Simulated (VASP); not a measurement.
Computed with HSE06 screened hybrid, VASP's PBE PAW potentials (set 64) (plane waves; VASP 6.6.1).

VASP input:

### INCAR
```
SYSTEM = SrO
PREC = Accurate; ENCUT = 520; LREAL = .FALSE.
LASPH = .TRUE.; ISYM = 3
EDIFF = 1E-6; NELM = 60; ALGO = Normal
LMAXMIX = 4
ISMEAR = 0; SIGMA = 0.05
GGA = PE; LHFCALC = .TRUE.; AEXX = 0.25
HFSCREEN = 0.2; PRECFOCK = Fast
ISIF = 2
LWAVE = .FALSE.; LCHARG = .FALSE.
```

File POSCAR:
```
SrO
1
    0.0000000000     2.5761066810     2.5761066810
    2.5761066810     0.0000000000     2.5761066810
    2.5761066810     2.5761066810     0.0000000000
Sr O
1 1
Direct
  0.0000000000   0.0000000000   0.0000000000
  0.5000000000   0.5000000000   0.5000000000
```

### KPOINTS
```
Automatic mesh
0
Gamma
6 6 6
0 0 0
```

POTCAR, in this order: Sr_sv O (PBE.64 set). Program: vasp_std. Read from the step before: WAVECAR.

What VASP printed:

OUTCAR:
```
 ion  position               nearest neighbor table
   1  0.000  0.000  0.000-   2 2.58   2 2.58   2 2.58   2 2.58   2 2.58   2 2.58
   2  0.500  0.500  0.500-   1 2.58   1 2.58   1 2.58   1 2.58   1 2.58   1 2.58
  LATTYP: Found a face centered cubic cell.
 ALAT       =     5.1522133620
 Subroutine PRICEL returns:
 Original cell was already a primitive cell.
 Subroutine GETGRP returns: Found 48 space group operations
The static configuration has the point symmetry O_h .
The dynamic configuration has the point symmetry O_h .
 Subroutine INISYM returns: Found 48 space group operations
 Subroutine IBZKPT returns following result:
 Found     16 irreducible k-points:

 Following reciprocal coordinates:
            Coordinates               Weight
  0.000000  0.000000  0.000000      1.000000
  0.166667  0.000000  0.000000      8.000000
  0.333333  0.000000  0.000000      8.000000
  0.500000  0.000000  0.000000      4.000000
  0.166667  0.166667  0.000000      6.000000
  0.333333  0.166667  0.000000     24.000000
  0.500000  0.166667  0.000000     24.000000
 -0.333333  0.166667  0.000000     24.000000
 -0.166667  0.166667  0.000000     12.000000
...
```

File OSZICAR:
```
       N       E                     dE             d eps       ncg     rms          rms(c)
DAV:   1    -0.142078517167E+02   -0.14208E+02   -0.29453E-01   384   0.675E+00    0.248E+00
DAV:   2    -0.142053590648E+02    0.24927E-02   -0.19833E-02   444   0.157E+00    0.128E+00
DAV:   3    -0.142044316475E+02    0.92742E-03   -0.50799E-03   432   0.659E-01    0.635E-01
DAV:   4    -0.142040248282E+02    0.40682E-03   -0.56906E-04   476   0.262E-01    0.345E-01
DAV:   5    -0.142038866082E+02    0.13822E-03   -0.30336E-04   428   0.163E-01    0.206E-01
DAV:   6    -0.142038519227E+02    0.34686E-04   -0.30474E-05   616   0.680E-02    0.119E-01
DAV:   7    -0.142038405939E+02    0.11329E-04   -0.12297E-05   480   0.384E-02    0.646E-02
DAV:   8    -0.142038385879E+02    0.20060E-05   -0.44431E-06   504   0.223E-02    0.367E-02
DAV:   9    -0.142038381591E+02    0.42880E-06   -0.10422E-06   264   0.125E-02
   1 F= -.14203838E+02 E0= -.14203838E+02  d E =-.237010E-13
```

### OUTCAR
```
------------------------ aborting loop because EDIFF is reached ----------------------------------------
  FORCE on cell =-STRESS in cart. coord.  units (eV):
  Direction    XX          YY          ZZ          XY          YZ          ZX
  --------------------------------------------------------------------------------------
  Total        0.1290676      0.1290676      0.1290676      0.0000000     -0.0000000      0.0000000
  in kB        6.0479250      6.0479250      6.0479250      0.0000000     -0.0000000      0.0000000
  external PRESSURE =       6.0479250 kB  Pullay stress =       0.0000000 kB
  volume of cell :       34.19
      direct lattice vectors                 reciprocal lattice vectors
     0.000000000  2.576106681  2.576106681    -0.194091341  0.194091341  0.194091341
     2.576106681  0.000000000  2.576106681     0.194091341 -0.194091341  0.194091341
     2.576106681  2.576106681  0.000000000     0.194091341  0.194091341 -0.194091341
  FREE ENERGIE OF THE ION-ELECTRON SYSTEM (eV)
  ---------------------------------------------------
  free  energy   TOTEN  =       -14.2038381591 eV

  energy  without entropy=      -14.2038381591  energy(sigma->0) =      -14.20383816

  exchange ACFDT corr.  =         0.00000000  see jH, gK, PRB 81, 115126
```
(Selected blocks of OUTCAR.)

The compound is SrO in the rock salt structure. This cell is one point of a volume scan, at 0.97 of the reference volume. The cell's shape comes from a PBE relaxation.
